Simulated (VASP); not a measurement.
Level of theory: PBEsol GGA, VASP's PBE PAW potentials (set 64) (plane waves; VASP).

The input files of a VASP run:

### KPOINTS
```
Automatic mesh
0
Gamma
9 9 9
0 0 0
```

INCAR:
```
LCHARG = .FALSE.
LMAXMIX = 6
ISIF = 3   # ions, shape and volume
EDIFF = 1E-6
GGA = PS   # PBEsol
IBRION = 2   # conjugate gradients
SIGMA = 0.1
SYSTEM = LaTe
ALGO = Normal   # blocked Davidson
NSW = 60   # most ionic steps
ISMEAR = 1   # Methfessel-Paxton
NELM = 100
PREC = Accurate
LASPH = .TRUE.
EDIFFG = -0.01   # ionic stop
ENCUT = 400   # plane-wave cut-off (eV)
LWAVE = .FALSE.
LREAL = .FALSE.
```

### POSCAR
```
LaTe
1.0
  3.8706811922   0.0000000000   0.0000000000
  0.0000000000   3.8706811922   0.0000000000
  0.0000000000   0.0000000000   3.8706811922
La Te
1 1
Cart
  0.0000000000   0.0000000000   0.0000000000
  1.9353405961   1.9353405961   1.9353405961
```

POTCAR, in this order: La Te (PBE.64 set). Program: vasp_std.

What VASP printed:

**OUTCAR**
```
 ion  position               nearest neighbor table
   1  0.000  0.000  0.000-   2 3.35   2 3.35   2 3.35   2 3.35   2 3.35   2 3.35   2 3.35   2 3.35
  LATTYP: Found a simple cubic cell.
 ALAT       =     3.8706811922
 Subroutine PRICEL returns:
 Original cell was already a primitive cell.
 Subroutine GETGRP returns: Found 48 space group operations
The static configuration has the point symmetry O_h .
The dynamic configuration has the point symmetry O_h .
 Subroutine INISYM returns: Found 48 space group operations
 Subroutine IBZKPT returns following result:
 Found     35 irreducible k-points:

 Following reciprocal coordinates:
            Coordinates               Weight
  0.000000  0.000000  0.000000      1.000000
  0.111111  0.000000  0.000000      6.000000
  0.222222  0.000000  0.000000      6.000000
  0.333333  0.000000  0.000000      6.000000
  0.444444  0.000000  0.000000      6.000000
  0.111111  0.111111  0.000000     12.000000
  0.222222  0.111111  0.000000     24.000000
  0.333333  0.111111  0.000000     24.000000
  0.444444  0.111111  0.000000     24.000000
  0.222222  0.222222  0.000000     12.000000
...
```

OSZICAR:
```
       N       E                     dE             d eps       ncg     rms          rms(c)
DAV:   1     0.136959453716E+03    0.13696E+03   -0.49955E+03   840   0.139E+03
DAV:   2    -0.318290868907E+00   -0.13728E+03   -0.13526E+03  1216   0.242E+02
DAV:   3    -0.107093014170E+02   -0.10391E+02   -0.99954E+01  1220   0.100E+02
DAV:   4    -0.118497641995E+02   -0.11405E+01   -0.10018E+01  1548   0.198E+01
DAV:   5    -0.119274751447E+02   -0.77711E-01   -0.76214E-01  1324   0.520E+00    0.410E+00
DAV:   6    -0.119050460815E+02    0.22429E-01   -0.87201E-02  1460   0.299E+00    0.243E+00
DAV:   7    -0.118948128939E+02    0.10233E-01   -0.20405E-02  1120   0.143E+00    0.347E-01
DAV:   8    -0.118956593618E+02   -0.84647E-03   -0.53195E-03  1656   0.618E-01    0.160E-01
DAV:   9    -0.118964175900E+02   -0.75823E-03   -0.42308E-03  1128   0.602E-01    0.522E-02
DAV:  10    -0.118963705208E+02    0.47069E-04   -0.81631E-04  1624   0.348E-01    0.334E-02
DAV:  11    -0.118963810176E+02   -0.10497E-04   -0.40424E-05  1284   0.455E-02    0.325E-02
DAV:  12    -0.118963567150E+02    0.24303E-04   -0.17036E-05  1344   0.415E-02    0.411E-02
DAV:  13    -0.118964245046E+02   -0.67790E-04   -0.52980E-04  1128   0.175E-01    0.199E-02
DAV:  14    -0.118964292807E+02   -0.47761E-05   -0.51117E-05  1624   0.721E-02    0.128E-02
DAV:  15    -0.118964295997E+02   -0.31899E-06   -0.13402E-06  1104   0.899E-03
   1 F= -.11896430E+02 E0= -.11896088E+02  d E =-.118964E+02
       N       E                     dE             d eps       ncg     rms          rms(c)
DAV:   1    -0.118967400507E+02   -0.31077E-03   -0.91088E-03  1092   0.102E+00    0.839E-02
DAV:   2    -0.118965121886E+02    0.22786E-03   -0.78597E-04  1600   0.433E-01    0.439E-02
DAV:   3    -0.118964378605E+02    0.74328E-04   -0.34562E-04  1296   0.215E-01    0.103E-02
DAV:   4    -0.118964363508E+02    0.15097E-05   -0.23609E-05  1548   0.570E-02    0.610E-03
DAV:   5    -0.118964355639E+02    0.78691E-06   -0.16690E-06   860   0.129E-02
   2 F= -.11896436E+02 E0= -.11896097E+02  d E =-.596419E-05
```

OUTCAR:
```
------------------------ aborting loop because EDIFF is reached ----------------------------------------
  FORCE on cell =-STRESS in cart. coord.  units (eV):
  Direction    XX          YY          ZZ          XY          YZ          ZX
  --------------------------------------------------------------------------------------
  Total       -0.0198136     -0.0198136     -0.0198136     -0.0000000     -0.0000000     -0.0000000
  in kB       -0.5463329     -0.5463329     -0.5463329     -0.0000000     -0.0000000     -0.0000000
  external PRESSURE =      -0.5463329 kB  Pullay stress =       0.0000000 kB
  volume of cell :       58.11
      direct lattice vectors                 reciprocal lattice vectors
     3.873219034 -0.000000000 -0.000000000     0.258183178 -0.000000000 -0.000000000
     0.000000000  3.873219034 -0.000000000     0.000000000  0.258183178  0.000000000
     0.000000000 -0.000000000  3.873219034     0.000000000  0.000000000  0.258183178
 POSITION                                       TOTAL-FORCE (eV/Angst)
 -----------------------------------------------------------------------------------
      0.00000      0.00000      0.00000         0.000000     -0.000000      0.000000
      1.93661      1.93661      1.93661        -0.000000      0.000000      0.000000
 -----------------------------------------------------------------------------------
    total drift:                               -0.000000      0.000000      0.000000
  FREE ENERGIE OF THE ION-ELECTRON SYSTEM (eV)
  ---------------------------------------------------
  free  energy   TOTEN  =       -11.8964355639 eV

  energy  without entropy=      -11.8954195119  energy(sigma->0) =      -11.89609688

 reached required accuracy - stopping structural energy minimisation
```
(Selected blocks of OUTCAR.)

File CONTCAR:
```
LaTe
   1.00000000000000
     3.8732190343462563   -0.0000000000000000   -0.0000000000000000
     0.0000000000000000    3.8732190343462563   -0.0000000000000000
     0.0000000000000000   -0.0000000000000000    3.8732190343462563
  La              Te
     1     1
Direct
     0.0000000000000000    0.0000000000000000    0.0000000000000000
     0.5000000000000000    0.5000000000000000    0.5000000000000000
```

The structure was generated: LaTe was put into the CsCl type type (Pm-3m), which need not be its known phase. This run relaxes it. Symmetry was kept, so distortions that lower it aren't found. The start is the result of an earlier pass. The electron count is odd and the run is not spin-polarised, which forces a metal.
